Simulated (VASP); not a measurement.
# SbSe2: phonons from a supercell, part 3 of 3

How does the lattice of SbSe2 vibrate? The cell is invented: other elements were put on sites of a known structure type. It may not be a known or stable phase.

VASP 6.6.1; PBEsol; plane waves and PAW (Sb, Se); invented cell.

So far. Step 2 (Relax the host): The run ended after 3 ionic steps, 0.305 eV below its first step, once forces and stress met EDIFFG = -0.02. Step 3 (Tight relaxation): The run ended after 2 ionic steps, 0.000 eV below its first step, once forces and stress met EDIFFG = -0.002.

**4. Force constants in the supercell (continued)**

OUTCAR, selected parts (step 4):

```text
  LATTYP: Found a face centered cubic cell.
 ALAT       =    13.5818361784

The static configuration has the point symmetry O_h .

 Found      8 irreducible k-points:

   k-points           NKPTS =      8   k-points in BZ     NKDIM =      8   number of bands    NBANDS=     92

   dimension x,y,z NGX =    60 NGY =   60 NGZ =   60
   dimension x,y,z NGXF=   120 NGYF=  120 NGZF=  120

   ENCUT  =  350.0 eV  25.72 Ry    5.07 a.u.  14.65 14.65 14.65*2*pi/ulx,y,z

   NELECT =     136.0000    total number of electrons

 E-fermi :   4.5869

 k-point     1 :       0.0000    0.0000    0.0000
  band No.  band energies     occupation
    ...
     55       2.4158      2.00000
     56       2.4213      2.00000
     57       2.4991      2.00000
     58       2.5032      2.00000
     59       2.5075      2.00000
     60       4.7657     -0.02058
     61       4.7678     -0.02428
     62       4.7679     -0.02443
     63       4.7679     -0.02450
     64       4.7679     -0.02453
    ...

 k-point     2 :       0.2500    0.0000    0.0000
  band No.  band energies     occupation
    ...
     64       4.4862      1.74394
     65       4.4877      1.73571
     66       4.6429      0.54636
     67       4.6442      0.53640
     68       4.6471      0.51571
     69       4.8694     -0.06261
     70       5.0826     -0.00255
     71       5.0843     -0.00246
     72       5.0844     -0.00245
     73       5.9862     -0.00000
    ...

  energy-cutoff  :      350.00
  volume of cell :      626.35
      direct lattice vectors                 reciprocal lattice vectors
     0.000000000  6.790918089  6.790918089    -0.073627747  0.073627747  0.073627747
     6.790918089  0.000000000  6.790918089     0.073627747 -0.073627747  0.073627747
     6.790918089  6.790918089  0.000000000     0.073627747  0.073627747 -0.073627747

 POSITION                                       TOTAL-FORCE (eV/Angst)
 -----------------------------------------------------------------------------------
      0.00000      0.00000      0.00000        -0.002202     -0.002633     -0.002633
      3.39546      3.39546      0.00000        -0.001950     -0.002123      0.002123
      3.39546      0.00000      3.39546        -0.001950      0.002123     -0.002123
      6.79092      3.39546      3.39546         0.000383      0.000458      0.000458
      0.00000      3.39546      3.39546        -0.002202      0.002633      0.002633
      3.39546      6.79092      3.39546         0.000349      0.000396     -0.000396
      3.39546      3.39546      6.79092         0.000349     -0.000396      0.000396
      6.79092      6.79092      6.79092         0.000383     -0.000458     -0.000458
      1.68273      1.69773      1.69773         0.033724      0.000000      0.000000
      5.09319      5.09319      1.69773         0.001304     -0.000489     -0.000024
      5.09319      1.69773      5.09319         0.001304     -0.000024     -0.000489
      8.48865      5.09319      5.09319        -0.001488     -0.000000     -0.000000
      1.69773      5.09319      5.09319        -0.001536     -0.000000     -0.000000
      5.09319      8.48865      5.09319         0.001304      0.000024      0.000489
      5.09319      5.09319      8.48865         0.001304      0.000489      0.000024
      8.48865      8.48865      8.48865         0.001416      0.000000      0.000000
      5.09319      5.09319      5.09319        -0.002045      0.000000      0.000000
      8.48865      8.48865      5.09319         0.002129      0.001460     -0.000042
      8.48865      5.09319      8.48865         0.002129     -0.000042      0.001460
     11.88411      8.48865      8.48865        -0.010356      0.000000      0.000000
      5.09319      8.48865      8.48865        -0.010251      0.000000      0.000000
      8.48865     11.88411      8.48865         0.002129      0.000042     -0.001460
      8.48865      8.48865     11.88411         0.002129     -0.001460      0.000042
     11.88411     11.88411     11.88411        -0.016354      0.000000      0.000000
 -----------------------------------------------------------------------------------
    total drift:                                0.000166      0.000000      0.000000

  FREE ENERGIE OF THE ION-ELECTRON SYSTEM (eV)
  ---------------------------------------------------
  free  energy   TOTEN  =       -95.7360051392 eV

  energy  without entropy=      -95.7103419200  energy(sigma->0) =      -95.72745073

 Eigenvectors and eigenvalues of the dynamical matrix
 ----------------------------------------------------

   1 f  =    3.916618 THz    24.608839 2PiTHz  130.644328 cm-1    16.197825 meV
             X         Y         Z           dx          dy          dz
      0.000000  0.000000  0.000000     0.000000    0.000000    0.000000
      3.395459  3.395459  0.000000    -0.000000   -0.000000    0.000000
      3.395459  0.000000  3.395459     0.000000    0.000000    0.000000
      6.790918  3.395459  3.395459     0.000000    0.000000    0.000000
      0.000000  3.395459  3.395459    -0.000000    0.000000    0.000000
      3.395459  6.790918  3.395459    -0.000000    0.000000    0.000000
      3.395459  3.395459  6.790918     0.000000    0.000000    0.000000
      6.790918  6.790918  6.790918    -0.000000   -0.000000    0.000000
      1.697730  1.697730  1.697730     0.223217   -0.112580    0.000000
[...]
5.093189  5.093189  1.697730     0.000000   -0.000000    0.250000
      5.093189  1.697730  5.093189     0.000000    0.000000   -0.250000
      8.488648  5.093189  5.093189    -0.000000   -0.000000   -0.250000
      1.697730  5.093189  5.093189    -0.000000   -0.000000   -0.250000
      5.093189  8.488648  5.093189     0.000000    0.000000   -0.250000
      5.093189  5.093189  8.488648     0.000000   -0.000000    0.250000
      8.488648  8.488648  8.488648    -0.000000    0.000000    0.250000
      5.093189  5.093189  5.093189     0.000000   -0.000000   -0.250000
      8.488648  8.488648  5.093189    -0.000000    0.000000   -0.250000
      8.488648  5.093189  8.488648    -0.000000   -0.000000    0.250000
     11.884107  8.488648  8.488648     0.000000    0.000000    0.250000
      5.093189  8.488648  8.488648     0.000000    0.000000    0.250000
      8.488648 11.884107  8.488648    -0.000000   -0.000000    0.250000
      8.488648  8.488648 11.884107    -0.000000    0.000000   -0.250000
     11.884107 11.884107 11.884107     0.000000   -0.000000   -0.250000

   3 f  =    3.916618 THz    24.608839 2PiTHz  130.644328 cm-1    16.197825 meV
             X         Y         Z           dx          dy          dz
      0.000000  0.000000  0.000000    -0.000000    0.000000   -0.000000
      3.395459  3.395459  0.000000     0.000000    0.000000   -0.000000
      3.395459  0.000000  3.395459    -0.000000    0.000000   -0.000000
      6.790918  3.395459  3.395459     0.000000    0.000000    0.000000
      0.000000  3.395459  3.395459     0.000000    0.000000    0.000000
      3.395459  6.790918  3.395459    -0.000000    0.000000   -0.000000
      3.395459  3.395459  6.790918     0.000000    0.000000   -0.000000
      6.790918  6.790918  6.790918    -0.000000   -0.000000    0.000000
      1.697730  1.697730  1.697730    -0.112580   -0.223217   -0.000000
      5.093189  5.093189  1.697730     0.112580    0.223217    0.000000
      5.093189  1.697730  5.093189     0.112580   -0.223217   -0.000000
      8.488648  5.093189  5.093189    -0.112580    0.223217   -0.000000
      1.697730  5.093189  5.093189    -0.112580    0.223217   -0.000000
      5.093189  8.488648  5.093189     0.112580   -0.223217   -0.000000
      5.093189  5.093189  8.488648     0.112580    0.223217    0.000000
      8.488648  8.488648  8.488648    -0.112580   -0.223217   -0.000000
      5.093189  5.093189  5.093189     0.112580    0.223217   -0.000000
      8.488648  8.488648  5.093189    -0.112580   -0.223217   -0.000000
      8.488648  5.093189  8.488648    -0.112580    0.223217    0.000000
     11.884107  8.488648  8.488648     0.112580   -0.223217    0.000000
      5.093189  8.488648  8.488648     0.112580   -0.223217    0.000000
      8.488648 11.884107  8.488648    -0.112580    0.223217    0.000000
      8.488648  8.488648 11.884107    -0.112580   -0.223217   -0.000000
     11.884107 11.884107 11.884107     0.112580    0.223217   -0.000000

   4 f  =    3.738500 THz    23.489688 2PiTHz  124.702933 cm-1    15.461186 meV
             X         Y         Z           dx          dy          dz
      0.000000  0.000000  0.000000    -0.000000   -0.000000    0.000000
      3.395459  3.395459  0.000000     0.000000    0.000000    0.000000
      3.395459  0.000000  3.395459    -0.000000    0.000000   -0.000000
      6.790918  3.395459  3.395459    -0.000000    0.000000   -0.000000
      0.000000  3.395459  3.395459     0.000000   -0.000000   -0.000000
      3.395459  6.790918  3.395459     0.000000   -0.000000   -0.000000
      3.395459  3.395459  6.790918    -0.000000   -0.000000   -0.000000
      6.790918  6.790918  6.790918     0.000000    0.000000   -0.000000
      1.697730  1.697730  1.697730    -0.237415   -0.076271    0.017803
      5.093189  5.093189  1.697730    -0.237415   -0.076271    0.017803
      5.093189  1.697730  5.093189    -0.237415   -0.076271    0.017803
      8.488648  5.093189  5.093189    -0.237415   -0.076271    0.017803
      1.697730  5.093189  5.093189    -0.237415   -0.076271    0.017803
      5.093189  8.488648  5.093189    -0.237415   -0.076271    0.017803
      5.093189  5.093189  8.488648    -0.237415   -0.076271    0.017803
      8.488648  8.488648  8.488648    -0.237415   -0.076271    0.017803
      5.093189  5.093189  5.093189     0.237415    0.076271   -0.017803
      8.488648  8.488648  5.093189     0.237415    0.076271   -0.017803
      8.488648  5.093189  8.488648     0.237415    0.076271   -0.017803
     11.884107  8.488648  8.488648     0.237415    0.076271   -0.017803
      5.093189  8.488648  8.488648     0.237415    0.076271   -0.017803
      8.488648 11.884107  8.488648     0.237415    0.076271   -0.017803
      8.488648  8.488648 11.884107     0.237415    0.076271   -0.017803
     11.884107 11.884107 11.884107     0.237415    0.076271   -0.017803

   5 f  =    3.738500 THz    23.489688 2PiTHz  124.702933 cm-1    15.461186 meV
             X         Y         Z           dx          dy          dz
      0.000000  0.000000  0.000000     0.000000    0.000000   -0.000000
      3.395459  3.395459  0.000000     0.000000    0.000000    0.000000
      3.395459  0.000000  3.395459    -0.000000   -0.000000   -0.000000
      6.790918  3.395459  3.395459     0.000000    0.000000   -0.000000
      0.000000  3.395459  3.395459     0.000000   -0.000000    0.000000
      3.395459  6.790918  3.395459     0.000000    0.000000    0.000000
    [... 1824 further lines ...]
      8.488648 11.884107  8.488648    -0.130595    0.213178   -0.000000
      8.488648  8.488648 11.884107    -0.130595   -0.213178    0.000000
     11.884107 11.884107 11.884107     0.130595    0.213178    0.000000

 ELASTIC MODULI CONTR FROM IONIC RELAXATION (kBar)
 Direction    XX          YY          ZZ          XY          YZ          ZX
 --------------------------------------------------------------------------------
 XX           0.0000      0.0000      0.0000      0.0000      0.0000      0.0000
 YY           0.0000      0.0000      0.0000      0.0000      0.0000      0.0000
 ZZ           0.0000      0.0000      0.0000      0.0000      0.0000      0.0000
 XY           0.0000      0.0000      0.0000      0.0000      0.0000      0.0000
 YZ           0.0000      0.0000      0.0000      0.0000      0.0000      0.0000
 ZX           0.0000      0.0000      0.0000      0.0000      0.0000      0.0000
 --------------------------------------------------------------------------------

[... 1 part as in an earlier step ...]

[... 7 further parts left out ...]
```

The last energy, forces, stress and levels in OUTCAR belong to the last displaced cell, not to the cell of POSCAR.

Numbers from this step:

| Quantity | Value |
| --- | --- |
| electrons | 136 |
| lowest frequency | -68.88 cm⁻¹ |
| highest frequency | 130.7 cm⁻¹ |
| dynamically stable | no |

No long-range dipole term. Phonon branches along the path, in cm⁻¹:

| point | branch 1 | branch 2 | branch 3 | branch 4 | branch 5 | branch 6 | branch 7 | branch 8 | branch 9 |
| --- | --- | --- | --- | --- | --- | --- | --- | --- | --- |
| Γ | 0 | 0 | 0 | 60 | 60 | 60 | 125 | 125 | 125 |
| 0.47 of the way | 25 | 25 | 59 | 71 | 71 | 79 | 94 | 113 | 113 |
| X | -69 | -25 | -25 | 74 | 91 | 91 | 101 | 101 | 131 |
| 0.53 of the way | -52 | -15 | 23 | 68 | 77 | 92 | 99 | 105 | 126 |
| W | 11 | 29 | 47 | 51 | 51 | 96 | 96 | 111 | 119 |
| 0.53 of the way | -30 | -2 | 41 | 61 | 68 | 92 | 98 | 107 | 121 |
| K | -41 | -12 | 38 | 64 | 81 | 86 | 101 | 102 | 123 |
| 0.53 of the way | 29 | 30 | 57 | 66 | 82 | 83 | 96 | 99 | 115 |
| Γ | 0 | 0 | 0 | 60 | 60 | 60 | 125 | 125 | 125 |
| 0.47 of the way | 26 | 26 | 52 | 71 | 71 | 72 | 110 | 110 | 111 |
| L | 6 | 6 | 70 | 70 | 71 | 81 | 99 | 106 | 106 |
| 0.47 of the way | 14 | 23 | 59 | 67 | 72 | 80 | 100 | 104 | 112 |
| U | -41 | -12 | 38 | 64 | 81 | 86 | 101 | 102 | 123 |
| 0.47 of the way | -30 | -2 | 41 | 61 | 68 | 92 | 98 | 107 | 121 |
| W | 11 | 29 | 47 | 51 | 51 | 96 | 96 | 111 | 119 |
| 0.47 of the way | 15 | 30 | 59 | 60 | 63 | 86 | 98 | 107 | 113 |
| L | 6 | 6 | 70 | 70 | 71 | 81 | 99 | 106 | 106 |
| 0.47 of the way | 14 | 23 | 59 | 67 | 72 | 80 | 100 | 104 | 112 |
| K | -41 | -12 | 38 | 64 | 81 | 86 | 101 | 102 | 123 |
| jump to U | -41 | -12 | 38 | 64 | 81 | 86 | 101 | 102 | 123 |
| 0.53 of the way | -63 | -22 | -9 | 72 | 88 | 89 | 101 | 101 | 129 |
| X | -69 | -25 | -25 | 74 | 91 | 91 | 101 | 101 | 131 |

The phonon branches as a text plot (rows in cm⁻¹):

```
    126 |*      *****   *        ***           *              ***
    118 | ***  *     *** ***  ***   *        ** *****       **
    110 |  * **     ****    ** *     **    **   ******** ***
    102 |    * ******   ****  *        **********    ************
     93 |   *   ********   ***                  *****          **
     85 |   *  *  **    ******           **  ***     ** *  *****
     77 |    ** ***     ***** **      ***  *****       * *****  *
     68 | ******   **  *     ****   ** ******   *    *******  **
     60 |*** *      ** *******  ***** *     ******  **      **
     52 |   *        **   *   *              *   ****      **
     43 |  *  *      * * *     *     *        * ***          *
     35 | *         *   *  **       *          *   **
     27 |   **        *    ******    ***    *     *  *     *  *
     18 | **  *                 *  **   *  ***       ***  **
     10 |*         * **   *      * *     *** *   **** ***** *
      2 |*             * *        *
     -7 |      *    *   *                     * *           ** *
    -15 |          *                           *              *
    -23 |       ***    * *                                     **
    -31 |                                     * *
    -40 |      *    *   *                      *             *
    -48 |                                                     *
    -56 |          *
    -65 |       ***                                            **
         Γ       X    W  K        Γ      L     U  W     L   K|U X
```

The phonon density of states has structure finer than the step of the table below, so its rows give means over 10 cm⁻¹, whole bins alone (the curve runs from -88.2 to 150 cm⁻¹). Peaks (cm⁻¹: height): 25.1: 0.143, 65.6: 0.173, 80.0: 0.110, 99.0: 0.251, 105.0: 0.209.

The phonon density of states by frequency; means over each step:

| frequency (cm⁻¹) | phonon density of states (states/cm⁻¹/cell) |
| --- | --- |
| -80 | 0 |
| -70 | 4.3e-4 |
| -60 | 0.00302 |
| -50 | 0.00411 |
| -40 | 0.00431 |
| -30 | 0.00376 |
| -20 | 0.00941 |
| -10 | 0.0107 |
| 0 | 0.0111 |
| 10 | 0.0296 |
| 20 | 0.0727 |
| 30 | 0.0703 |
| 40 | 0.0137 |
| 50 | 0.0252 |
| 60 | 0.0870 |
| 70 | 0.131 |
| 80 | 0.0796 |
| 90 | 0.0562 |
| 100 | 0.141 |
| 110 | 0.108 |
| 120 | 0.0442 |
| 130 | 0.00499 |
| 140 | 0 |

**5. Results**

| Property | Result |
| --- | --- |
| highest frequency | 131 cm⁻¹ |
| lowest frequency | -68.9 cm⁻¹ |

The spectrum reaches 131 cm⁻¹, and its lowest point lies at -69 cm⁻¹. Imaginary modes (printed as negative) make the structure unstable in the harmonic picture at these settings. Where their wave vectors fit the supercell they are computed directly; elsewhere they may come from the interpolation. Frequencies between the wave vectors that fit the supercell are interpolated.

[Lines on the potential files, build, host, timing and source positions are cut from VASP's logs without a mark.]

[Logs are printed without paths, hosts, clocks, repeated set-up lines and the standing remarks that a program may print on its own settings, such as how far it seeks lower states.]

[Hosts, paths, dates, database ids (printed as entryN), source tags and the programs' standing remarks are cut or masked in the printed files.]

[Runs that stopped without an error message from VASP are left out.]
